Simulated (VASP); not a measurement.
Data:

```
Hf
1.0
    3.19197     0.00000     0.00000
   -1.59598     2.76432     0.00000
    0.00000     0.00000     5.04175
Hf
2
Direct
  0.66667   0.33333   0.75000
  0.33333   0.66667   0.25000
```

Computed with r2SCAN meta-GGA, VASP's PBE PAW potentials (set 64) (plane waves; VASP). Numerical set-up: PREC = Normal, EDIFF = 1E-5, 400 eV cut-off, 15×15×8 Γ-centred mesh, first-order Methfessel-Paxton smearing of 0.10 eV, potentials Hf_pv.

Unless said otherwise, spin-orbit coupling is left out, though it shifts the bands of the heavy elements here.

Question: What does the run give for the energy per atom (σ→0), band gap (on the k-mesh) with the smallest direct gap where there is one?

Answer: 
```yaml
band gap (on the k-mesh): none (metal, semimetal or under 0.01 eV)
energy per atom (σ→0): -45.152 eV/atom
```

Total energies compare only between runs with the same potentials, cut-off and functional.

The compound is Hf in the hcp structure. It was relaxed first.
